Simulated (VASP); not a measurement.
Data:

```yaml
crystal:
  lattice:
    - [-1.66859, 1.66859, 1.66859]
    - [1.66859, -1.66859, 1.66859]
    - [1.66859, 1.66859, -1.66859]
  atoms:
    - { symbol: Ge, position: [0.00000, 0.00000, 0.00000] }
```

The numbers are results of r2SCAN meta-GGA, VASP's PBE PAW potentials (set 64) (plane waves; VASP 6.6.1), not measurements. Settings: 400 eV cut-off, 17×17×17 Γ-centred mesh, tetrahedra with Blöchl corrections, potentials Ge_d.

Task: Give the energies of bands 6 to 10 at the high-symmetry points, in eV from the Fermi level.

Result: 
```csv
band,Γ,H,N,P
6,-13.98,-2.40,-7.80,-5.90
7,9.81,-0.60,-5.72,-1.99
8,9.81,-0.60,4.60,-1.99
9,9.81,-0.60,7.25,-1.99
10,15.70,4.76,10.21,22.46
```

It has no gap at this level: it comes out as a metal or semimetal.

The structure was generated: Ge was put into the bcc type (Im-3m), which need not be its known phase. It was relaxed first, which changed the volume by -5 %.
